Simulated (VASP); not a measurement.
# SnH2 (P-3m1): band edges, masses and strain, part 2 of 3

Wanted: where the band edges of SnH2 lie, how heavy the carriers are and how strain moves the gap. The cell is generated by rule, not measured, and may not be a known phase.

VASP 6.6.1, plane waves and PAW; the level of theory is named at each step.

So far: Set-up; Relaxation of the atoms.

## Step 3: Bands on a dense mesh

Level of this step: LDA; plane waves and PAW (Sn_d, H); invented cell (VASP).

A dense even mesh and a path are solved together, since either alone can miss a band edge.

INCAR reads:

```
SYSTEM = SnH2
PREC = Accurate
ENCUT = 400
EDIFF = 1E-06
NELM = 100
ISMEAR = 0
SIGMA = 0.02
LREAL = .FALSE.
ALGO = Normal
GGA = CA
NBANDS = 21
LORBIT = 11
LWAVE = .FALSE.
LCHARG = .FALSE.
KPAR = 4
ISIF = 2
```

POSCAR reads:

```
SnH2
1.0
    3.3234005750      0.0000000000      0.0000000000
   -1.6617002870      2.8781493250      0.0000000000
    0.0000000000      0.0000000000      5.6135500000
Sn H
1 2
Direct
    0.0000000000      0.0000000000      0.0000000000
    0.3333333330      0.6666666670      0.1583595229
    0.6666666670      0.3333333330      0.8416404771
```

KPOINTS reads:

```
Automatic mesh
0
Gamma
14 14 8
0 0 0
```

KPOINTS_OPT reads:

```
Line mode
24
Line-mode
Reciprocal
  0.00000000   0.00000000   0.00000000 GAMMA
  0.50000000   0.00000000   0.00000000 M

  0.50000000   0.00000000   0.00000000 M
  0.33333333   0.33333333   0.00000000 K

  0.33333333   0.33333333   0.00000000 K
  0.00000000   0.00000000   0.00000000 GAMMA

  0.00000000   0.00000000   0.00000000 GAMMA
  0.00000000   0.00000000   0.50000000 A

  0.00000000   0.00000000   0.50000000 A
  0.50000000   0.00000000   0.50000000 L

  0.50000000   0.00000000   0.50000000 L
  0.33333333   0.33333333   0.50000000 H

  0.33333333   0.33333333   0.50000000 H
  0.00000000   0.00000000   0.50000000 A

  0.50000000   0.00000000   0.50000000 L
  0.50000000   0.00000000   0.00000000 M

  0.33333333   0.33333333   0.00000000 K
  0.33333333   0.33333333   0.50000000 H
```

Potentials, in the order of the species: Sn_d and H (LDA family, release 64).

Started as:

```console
> mpirun -np 4 vasp_std
```

Output:

```text
[... set-up lines as in an earlier step ...]
 entering main loop
       N       E                     dE             d eps       ncg     rms          rms(c)
DAV:   1     0.112050512705E+03    0.11205E+03   -0.61098E+03  7716   0.762E+02
DAV:   2     0.315609437481E+01   -0.10889E+03   -0.10164E+03  7488   0.285E+02
DAV:   3    -0.962511307607E+01   -0.12781E+02   -0.12689E+02  8423   0.709E+01
DAV:   4    -0.100126270302E+02   -0.38751E+00   -0.38738E+00  8342   0.136E+01
DAV:   5    -0.100226467781E+02   -0.10020E-01   -0.10019E-01  9085   0.212E+00    0.361E+00
DAV:   6    -0.970252450646E+01    0.32012E+00   -0.88883E-02 10208   0.277E+00    0.180E+00
DAV:   7    -0.961464642450E+01    0.87878E-01   -0.11660E-01  8470   0.200E+00    0.323E-01
DAV:   8    -0.961516148060E+01   -0.51506E-03   -0.19262E-02  8827   0.114E+00    0.108E-01
DAV:   9    -0.961515993394E+01    0.15467E-05   -0.76376E-04  9741   0.239E-01    0.483E-02
DAV:  10    -0.961521423454E+01   -0.54301E-04   -0.13205E-04  8413   0.933E-02    0.241E-02
DAV:  11    -0.961522989881E+01   -0.15664E-04   -0.15523E-05  7995   0.363E-02    0.842E-03
DAV:  12    -0.961522852195E+01    0.13769E-05   -0.23435E-06  8409   0.125E-02    0.296E-03
DAV:  13    -0.961522866812E+01   -0.14618E-06   -0.36996E-07  6656   0.368E-03
   1 F= -.96152287E+01 E0= -.96149621E+01  d E =-.533223E-03
 Start KPOINTS_OPT (optional k-point list driver)
k-point batch [1-168\216]
       N       E                     dE             ncg
DAV:   1    -0.138703265051E+05   -0.71362E+05     7675
DAV:   2    -0.318037973048E+05   -0.17933E+05     7485
DAV:   3    -0.338972469491E+05   -0.20934E+04     8372
DAV:   4    -0.339595964956E+05   -0.62350E+02     8338
DAV:   5    -0.339613198270E+05   -0.17233E+01     9160
DAV:   6    -0.339613644846E+05   -0.44658E-01     9136
DAV:   7    -0.339613658747E+05   -0.13901E-02     9712
DAV:   8    -0.339613658825E+05   -0.78243E-05     6647
DAV:   9    -0.339613658831E+05   -0.61729E-06     5287
k-point batch [169-216\216]
       N       E                     dE             ncg
DAV:   1     0.337443624496E+05   -0.31129E+05     2186
DAV:   2     0.286730533288E+05   -0.50713E+04     2153
DAV:   3     0.281191578188E+05   -0.55390E+03     2417
DAV:   4     0.281030374745E+05   -0.16120E+02     2377
DAV:   5     0.281026077423E+05   -0.42973E+00     2550
DAV:   6     0.281025925449E+05   -0.15197E-01     2778
DAV:   7     0.281025921230E+05   -0.42188E-03     2728
DAV:   8     0.281025921195E+05   -0.35132E-05     1846
DAV:   9     0.281025921193E+05   -0.19799E-06     1568
```

The job ended after 1.9 min (4 MPI ranks of AMD EPYC 7R43, shared host; peak memory 1.1 GiB; 7.4 min of CPU time).

Parts of OUTCAR (step 3):

```text
The static configuration has the point symmetry D_3d.

 Found    168 irreducible k-points:

   k-points           NKPTS =    168   k-points in BZ     NKDIM =    168   number of bands    NBANDS=     21

   NELECT =      16.0000    total number of electrons

 E-fermi :   3.0551

 k-point     1 :       0.0000    0.0000    0.0000
  band No.  band energies     occupation
    ...
      3     -18.8769      2.00000
      4     -18.7462      2.00000
      5     -18.7462      2.00000
      6      -8.9143      2.00000
      7      -2.4241      2.00000
      8       4.3963      0.00000
      9       7.5750      0.00000
     10       8.6856      0.00000
     11       9.2434      0.00000
     12       9.2434      0.00000
    ...

 k-point     2 :       0.0714   -0.0000    0.0000
  band No.  band energies     occupation
    ...
      3     -18.8697      2.00000
      4     -18.7514      2.00000
      5     -18.7472      2.00000
      6      -8.8216      2.00000
      7      -2.3398      2.00000
      8       4.4789      0.00000
      9       7.0859      0.00000
     10       7.5157      0.00000
     11       8.8711      0.00000
     12      10.0050      0.00000
    ...

  Total        1.8005339      1.8005339     -0.4482579      0.0000000      0.0000000     -0.0000000
  in kB       53.7252295     53.7252295    -13.3753421      0.0000000      0.0000000     -0.0000000
  external PRESSURE =      31.3583723 kB  Pullay stress =       0.0000000 kB

 POSITION                                       TOTAL-FORCE (eV/Angst)
 -----------------------------------------------------------------------------------
      0.00000      0.00000      0.00000        -0.000000      0.000000      0.000000
     -0.00000      1.91877      0.88896         0.000000     -0.000000      0.019859
      1.66170      0.95938      4.72459        -0.000000      0.000000     -0.019859
 -----------------------------------------------------------------------------------
    total drift:                               -0.000000     -0.000000     -0.000000

  FREE ENERGIE OF THE ION-ELECTRON SYSTEM (eV)
  ---------------------------------------------------
  free  energy   TOTEN  =        -9.6152286681 eV

  energy  without entropy=       -9.6146954454  energy(sigma->0) =       -9.61496206

 total charge
# of ion       s       p       d       tot
------------------------------------------
    1        1.323   0.945  10.033  12.301
    2        0.471   0.012   0.000   0.483
    3        0.471   0.012   0.000   0.483
--------------------------------------------------
tot          2.265   0.969  10.033  13.266

[... 5 parts as in an earlier step ...]

[... 7 further parts left out ...]
```

Numbers from this step:

| Property | Result |
| --- | --- |
| SCF cycles | 13 |
| bands | 21 |
| irreducible k-points | 168 |
| free energy (TOTEN) | -9.615 eV |
| energy at zero smearing | -9.615 eV |
| Fermi energy | 3.055 eV |
| pressure | 3.136 GPa |

Electronic bands along the path, in eV, zero at the Fermi level; # counts the bands kept:

| point | #1 | #2 | #3 | #4 | #5 | #6 | #7 |
| --- | --- | --- | --- | --- | --- | --- | --- |
| Γ | -11.97 | -5.48 | 1.34 | 4.52 | 5.63 | 6.19 | 6.19 |
| 0.48 of the way | -10.92 | -4.67 | -0.43 | 2.27 | 3.00 | 3.95 | 7.17 |
| M | -7.40 | -7.33 | -1.35 | 0.09 | 2.52 | 5.43 | 5.78 |
| 0.48 of the way | -7.02 | -7.00 | -2.77 | 0.47 | 1.93 | 4.91 | 6.29 |
| K | -5.86 | -5.86 | -5.83 | 1.40 | 2.45 | 2.45 | 7.24 |
| 0.48 of the way | -10.30 | -4.33 | -1.39 | 0.47 | 2.90 | 5.45 | 5.51 |
| Γ | -11.97 | -5.48 | 1.34 | 4.52 | 5.63 | 6.19 | 6.19 |
| 0.48 of the way | -11.95 | -5.65 | 2.01 | 4.53 | 5.70 | 6.20 | 6.20 |
| A | -11.93 | -5.82 | 3.01 | 4.55 | 6.22 | 6.22 | 6.26 |
| 0.52 of the way | -10.68 | -4.84 | -1.00 | 2.26 | 3.77 | 5.33 | 6.33 |
| L | -7.37 | -7.29 | -1.55 | -0.39 | 2.55 | 4.90 | 6.44 |
| 0.48 of the way | -6.99 | -6.96 | -2.81 | -0.02 | 1.54 | 4.63 | 7.52 |
| H | -5.83 | -5.83 | -5.79 | 0.90 | 1.97 | 1.97 | 9.83 |
| 0.48 of the way | -10.26 | -4.57 | -1.35 | 0.18 | 4.76 | 5.10 | 6.11 |
| A | -11.93 | -5.82 | 3.01 | 4.55 | 6.22 | 6.22 | 6.26 |
| jump to L | -7.37 | -7.29 | -1.55 | -0.39 | 2.55 | 4.90 | 6.44 |
| 0.48 of the way | -7.38 | -7.31 | -1.46 | -0.18 | 2.54 | 5.00 | 6.42 |
| M | -7.40 | -7.33 | -1.35 | 0.09 | 2.52 | 5.43 | 5.78 |
| jump to K | -5.86 | -5.86 | -5.83 | 1.40 | 2.45 | 2.45 | 7.24 |
| 0.52 of the way | -5.84 | -5.84 | -5.81 | 1.11 | 2.17 | 2.17 | 8.25 |
| H | -5.83 | -5.83 | -5.79 | 0.90 | 1.97 | 1.97 | 9.83 |

Of the projections kept (Sn, H), the largest for each band there; the rest of the weight can lie on other orbitals:

| point | #1 | #2 | #3 | #4 | #5 | #6 | #7 |
| --- | --- | --- | --- | --- | --- | --- | --- |
| Γ | Sn 0.81 | H 0.52 | Sn 0.87 | H 0.64 | H 0.58 | Sn 0.98 | Sn 0.98 |
| M | Sn 0.59 | Sn 0.88 | H 0.56 | Sn 0.91 | Sn 0.96 | Sn 0.74 | Sn 0.92 |
| K | Sn 0.55 | Sn 0.55 | Sn 0.99 | Sn 0.98 | Sn 0.61 | Sn 0.61 | Sn 0.81 |
| Γ | Sn 0.81 | H 0.52 | Sn 0.87 | H 0.64 | H 0.58 | Sn 0.98 | Sn 0.98 |
| A | Sn 0.81 | H 0.51 | H 0.98 | Sn 0.53 | Sn 0.98 | Sn 0.98 | Sn 0.81 |
| L | Sn 0.59 | Sn 0.88 | H 0.56 | Sn 0.92 | Sn 0.96 | Sn 0.82 | Sn 0.54 |

The electronic bands as a text plot (rows in eV, shown from -8.0 to 6.8 only):

```
    6.5 |*    *   *** *    *  *  ***   ******      * *******
    5.9 |**    ****       *************             *  **   *
    5.3 |*      ***    * *    *     ****** **       ****  ***
    4.7 |* *       *    *     ****** *    *        *    **
    4.0 | ***  *        *    *        *      *    *    *
    3.4 | * ***     *  ***          *  *          *
    2.8 |    ****    **   * *     ***** ***   *  *     ******
    2.2 |  ***   *****     **    *     *   *   **     *      ****
    1.6 |***  *      *      *****    *  *   ***      *       *
    1.0 |      *    * *   **                   *     *        ***
    0.3 |   *   ****   * *            *  *   ** *   *       *
   -0.3 |               *                 ***    ***     ***
   -0.9 |                 *                         *
   -1.5 |    *  **                     *  **             ****
   -2.1 |     **  *      *              **  *      *
   -2.8 |          *
   -3.4 |               *                    *    *
   -4.0 |           *  * *                       *
   -4.6 |   ***        ** **           **     *  ****
   -5.2 |***          *     ****     **         *    **
   -5.8 |      *     *          *****    *     *       **    ****
   -6.5 |           *                         *
   -7.1 |       ****  *                   ****  *        ****
   -7.7 |       *                         *                **
         Γ      M    K        Γ   A       L    H       A|L M|K  H
```

At 3.1 GPa the cell is away from the equilibrium volume of this level: left free, it would expand.

## Step 4: Bands with spin-orbit coupling

This step: LDA, spin-orbit coupling; plane waves and PAW (Sn_d, H); invented cell (VASP 6.6.1).

Spin-orbit coupling can split and shift the band edges, more so for heavy elements, so the bands are solved again with spinors.

Edit INCAR of step 3 so:

```diff
@@ -10,3 +10,8 @@
 GGA = CA
-NBANDS = 21
+LNONCOLLINEAR = .TRUE.
+MAGMOM = 0 0 0 0 0 0 0 0 0
+NBANDS = 28
+GGA_COMPAT = .FALSE.
+LASPH = .TRUE.
+LSORBIT = .TRUE.
 LORBIT = 11
```

POSCAR is that of step 3.

KPOINTS reads:

```
Automatic mesh
0
Gamma
10 10 6
0 0 0
```

Edit KPOINTS_OPT of step 3 so:

```diff
@@ -1,3 +1,3 @@
 Line mode
-24
+16
 Line-mode
```

Started as:

```console
> mpirun -np 4 vasp_ncl
```

Output:

```text
[... set-up lines as in an earlier step ...]
 entering main loop
       N       E                     dE             d eps       ncg     rms          rms(c)
DAV:   1     0.122961521897E+03    0.12296E+03   -0.66361E+03  4188   0.119E+03
DAV:   2     0.705944111913E+01   -0.11590E+03   -0.11071E+03  4140   0.359E+02
DAV:   3    -0.942923176017E+01   -0.16489E+02   -0.16270E+02  4872   0.125E+02
DAV:   4    -0.100604621517E+02   -0.63123E+00   -0.63006E+00  4624   0.276E+01
DAV:   5    -0.100819899941E+02   -0.21528E-01   -0.21526E-01  5604   0.469E+00    0.360E+00
DAV:   6    -0.977410849699E+01    0.30788E+00   -0.14438E-01  5252   0.433E+00    0.184E+00
DAV:   7    -0.968517308383E+01    0.88935E-01   -0.19218E-01  4460   0.308E+00    0.654E-01
DAV:   8    -0.968549874201E+01   -0.32566E-03   -0.16604E-02  4396   0.127E+00    0.263E-01
DAV:   9    -0.968499796747E+01    0.50077E-03   -0.41548E-03  5308   0.911E-01    0.741E-02
DAV:  10    -0.968491085418E+01    0.87113E-04   -0.58227E-04  4944   0.356E-01    0.264E-02
DAV:  11    -0.968495503046E+01   -0.44176E-04   -0.96012E-05  4932   0.110E-01    0.166E-02
DAV:  12    -0.968496390154E+01   -0.88711E-05   -0.78048E-06  4472   0.280E-02    0.994E-03
DAV:  13    -0.968496641520E+01   -0.25137E-05   -0.26893E-06  3924   0.193E-02    0.313E-03
DAV:  14    -0.968496626524E+01    0.14996E-06   -0.40690E-07  2968   0.102E-02
   1 F= -.96849663E+01 E0= -.96845350E+01  d E =-.862567E-03  mag=     0.0000     0.0000    -0.0000
 Start KPOINTS_OPT (optional k-point list driver)
k-point batch [1-72\144]
       N       E                     dE             ncg
DAV:   1    -0.507424813495E+04   -0.23277E+05     4148
DAV:   2    -0.133473230352E+05   -0.82731E+04     4252
DAV:   3    -0.144942834481E+05   -0.11470E+04     5096
DAV:   4    -0.145389593385E+05   -0.44676E+02     4480
DAV:   5    -0.145404707111E+05   -0.15114E+01     5696
DAV:   6    -0.145404888976E+05   -0.18187E-01     4820
DAV:   7    -0.145404896560E+05   -0.75836E-03     5832
DAV:   8    -0.145404896656E+05   -0.96279E-05     3916
DAV:   9    -0.145404896661E+05   -0.46825E-06     2608
k-point batch [73-144\144]
       N       E                     dE             ncg
DAV:   1    -0.507805515018E+04   -0.39812E+05     4184
DAV:   2    -0.134116020611E+05   -0.83335E+04     4156
DAV:   3    -0.145681710284E+05   -0.11566E+04     4636
DAV:   4    -0.146139974934E+05   -0.45826E+02     4852
DAV:   5    -0.146156043320E+05   -0.16068E+01     5724
DAV:   6    -0.146156245504E+05   -0.20218E-01     5048
DAV:   7    -0.146156251437E+05   -0.59328E-03     5856
DAV:   8    -0.146156251526E+05   -0.88539E-05     4144
DAV:   9    -0.146156251531E+05   -0.47765E-06     2860
```

It took 3 min on 4 MPI ranks; peak memory 1.3 GiB; 12 min of CPU time.

Parts of OUTCAR (step 4):

```text
The static configuration has the point symmetry D_3d.

 Found     72 irreducible k-points:

   k-points           NKPTS =     72   k-points in BZ     NKDIM =     72   number of bands    NBANDS=     28

   NELECT =      16.0000    total number of electrons

 E-fermi :   2.9993

 k-point     1 :       0.0000    0.0000    0.0000
  band No.  band energies     occupation
    ...
     10     -18.3567      1.00000
     11      -8.9154      1.00000
     12      -8.9154      1.00000
     13      -2.4342      1.00000
     14      -2.4342      1.00000
     15       4.3929      0.00000
     16       4.3929      0.00000
     17       7.5383      0.00000
     18       7.5383      0.00000
     19       8.6802      0.00000
    ...

 k-point     2 :       0.1000    0.0000    0.0000
  band No.  band energies     occupation
    ...
     10     -18.3609      1.00000
     11      -8.7335      1.00000
     12      -8.7335      1.00000
     13      -2.2697      1.00000
     14      -2.2697      1.00000
     15       4.5523      0.00000
     16       4.5523      0.00000
     17       6.3405      0.00000
     18       6.3405      0.00000
     19       7.2613      0.00000
    ...

  Total        1.7121270      1.7121270     -0.4972472      0.0000000     -0.0000000      0.0000000
  in kB       51.0872999     51.0872999    -14.8371107      0.0000000     -0.0000000      0.0000000
  external PRESSURE =      29.1124964 kB  Pullay stress =       0.0000000 kB

 POSITION                                       TOTAL-FORCE (eV/Angst)
 -----------------------------------------------------------------------------------
      0.00000      0.00000      0.00000         0.000000      0.000000     -0.000000
     -0.00000      1.91877      0.88896        -0.000000      0.000000      0.002591
      1.66170      0.95938      4.72459         0.000000      0.000000     -0.002591
 -----------------------------------------------------------------------------------
    total drift:                               -0.000000      0.000000     -0.000000

  FREE ENERGIE OF THE ION-ELECTRON SYSTEM (eV)
  ---------------------------------------------------
  free  energy   TOTEN  =        -9.6849662652 eV

  energy  without entropy=       -9.6841036984  energy(sigma->0) =       -9.68453498

 Spin-Orbit-Coupling matrix elements
 Ion:    1  E_soc:     -0.1018028
 Ion:    2  E_soc:      0.0000002
 Ion:    3  E_soc:      0.0000002

 total charge
# of ion       s       p       d       tot
------------------------------------------
    1        1.320   0.946  10.034  12.300
    2        0.470   0.012   0.000   0.482
    3        0.470   0.012   0.000   0.482
--------------------------------------------------
tot          2.260   0.970  10.034  13.264

 magnetization (x)
# of ion       s       p       d       tot
------------------------------------------
    1        0.000  -0.000   0.000  -0.000
    2        0.000   0.000   0.000   0.000
    3        0.000   0.000   0.000   0.000
--------------------------------------------------
tot          0.000   0.000   0.000   0.000

 magnetization (y)
# of ion       s       p       d       tot
------------------------------------------
    1        0.000   0.000   0.000   0.000
    2        0.000   0.000   0.000   0.000
    3        0.000   0.000   0.000   0.000
--------------------------------------------------
tot          0.000   0.000   0.000   0.000

 magnetization (z)
# of ion       s       p       d       tot
------------------------------------------
    1        0.000   0.000   0.000   0.000
    2        0.000   0.000   0.000   0.000
    3        0.000   0.000   0.000   0.000
--------------------------------------------------
tot          0.000   0.000   0.000   0.000

[... 7 parts as in an earlier step ...]

[... 5 further parts left out ...]
```

Numbers from this step:

```yaml
scf_cycles: 14
bands: 28
irreducible_k_points: 72
free_energy_toten: -9.685 eV
energy_at_zero_smearing: -9.685 eV
fermi_energy: 2.999 eV
pressure: 2.911 GPa
```

The spin moment in the PAW sphere vanishes on all atoms.

On-site spin-orbit energy by atom:

| atom | on-site spin-orbit energy (eV) |
| --- | --- |
| Sn1 | -0.102 |
| H2 | 0.000 |
| H3 | 0.000 |

Electronic bands along the path, in eV, zero at the Fermi level; # counts the bands kept:

| point | #5 | #6 | #7 | #8 | #9 | #10 | #11 | #12 |
| --- | --- | --- | --- | --- | --- | --- | --- | --- |
| Γ | 1.39 | 1.39 | 4.54 | 4.54 | 5.68 | 5.68 | 5.90 | 5.90 |
| 0.47 of the way | -0.25 | -0.25 | 2.29 | 2.29 | 3.09 | 3.09 | 4.06 | 4.06 |
| M | -1.30 | -1.30 | 0.12 | 0.12 | 2.57 | 2.57 | 5.48 | 5.48 |
| 0.47 of the way | -2.66 | -2.66 | 0.48 | 0.48 | 1.99 | 1.99 | 5.01 | 5.01 |
| K | -5.73 | -5.73 | 1.42 | 1.42 | 2.46 | 2.46 | 2.56 | 2.56 |
| 0.47 of the way | -1.49 | -1.49 | 0.44 | 0.44 | 3.01 | 3.01 | 5.35 | 5.35 |
| Γ | 1.39 | 1.39 | 4.54 | 4.54 | 5.68 | 5.68 | 5.90 | 5.90 |
| 0.47 of the way | 2.03 | 2.03 | 4.56 | 4.56 | 5.70 | 5.70 | 5.95 | 5.95 |
| A | 3.06 | 3.06 | 4.61 | 4.61 | 5.75 | 5.75 | 6.47 | 6.47 |
| 0.47 of the way | -0.31 | -0.31 | 2.55 | 2.55 | 4.07 | 4.07 | 5.38 | 5.38 |
| L | -1.49 | -1.49 | -0.35 | -0.35 | 2.60 | 2.60 | 4.95 | 4.95 |
| 0.47 of the way | -2.70 | -2.70 | 0.00 | 0.00 | 1.61 | 1.61 | 4.75 | 4.75 |
| H | -5.71 | -5.71 | 0.93 | 0.93 | 1.98 | 1.98 | 2.08 | 2.08 |
| 0.47 of the way | -1.45 | -1.45 | 0.15 | 0.15 | 4.70 | 4.70 | 5.11 | 5.11 |
| A | 3.06 | 3.06 | 4.61 | 4.61 | 5.75 | 5.75 | 6.47 | 6.47 |
| jump to L | -1.49 | -1.49 | -0.35 | -0.35 | 2.60 | 2.60 | 4.95 | 4.95 |
| 0.53 of the way | -1.39 | -1.39 | -0.10 | -0.10 | 2.58 | 2.58 | 5.08 | 5.08 |
| M | -1.30 | -1.30 | 0.12 | 0.12 | 2.57 | 2.57 | 5.48 | 5.48 |
| jump to K | -5.73 | -5.73 | 1.42 | 1.42 | 2.46 | 2.46 | 2.56 | 2.56 |
| 0.53 of the way | -5.72 | -5.72 | 1.13 | 1.13 | 2.17 | 2.17 | 2.28 | 2.28 |
| H | -5.71 | -5.71 | 0.93 | 0.93 | 1.98 | 1.98 | 2.08 | 2.08 |

Of the projections kept (Sn, H), the largest for each band there; the rest of the weight can lie on other orbitals:

| point | #5 | #6 | #7 | #8 | #9 | #10 | #11 | #12 |
| --- | --- | --- | --- | --- | --- | --- | --- | --- |
| Γ | Sn 0.87 | Sn 0.87 | H 0.61 | H 0.61 | H 0.58 | H 0.58 | Sn 0.98 | Sn 0.98 |
| M | H 0.56 | H 0.56 | Sn 0.91 | Sn 0.91 | Sn 0.96 | Sn 0.96 | Sn 0.74 | Sn 0.74 |
| K | Sn 0.54 | Sn 0.54 | Sn 0.97 | Sn 0.97 | Sn 0.62 | Sn 0.62 | Sn 0.62 | Sn 0.62 |
| Γ | Sn 0.87 | Sn 0.87 | H 0.61 | H 0.61 | H 0.58 | H 0.58 | Sn 0.98 | Sn 0.98 |
| A | H 0.98 | H 0.98 | Sn 0.53 | Sn 0.53 | Sn 0.96 | Sn 0.96 | Sn 0.88 | Sn 0.88 |
| L | H 0.56 | H 0.56 | Sn 0.92 | Sn 0.92 | Sn 0.96 | Sn 0.96 | Sn 0.82 | Sn 0.82 |

[end of part 2 of 3]

[Lines on the potential files, build, host, timing and source positions are cut from VASP's logs without a mark.]

[Logs are printed without paths, hosts, clocks, repeated set-up lines and the standing remarks that a program may print on its own settings, such as how far it seeks lower states.]

[Hosts, paths, dates, database ids (printed as entryN), source tags and the programs' standing remarks are cut or masked in the printed files.]

[In band tables of VASP the shares of atoms and orbitals are scaled to a sum of 1 inside the atoms' spheres.]

[Gaps and slopes under strain along one axis are those of the sampled path and mesh points; where strain splits equal valleys, another of them can be the edge.]

[Band numbers marked # count the bands kept; VASP's own numbers are higher by 5 or 10.]
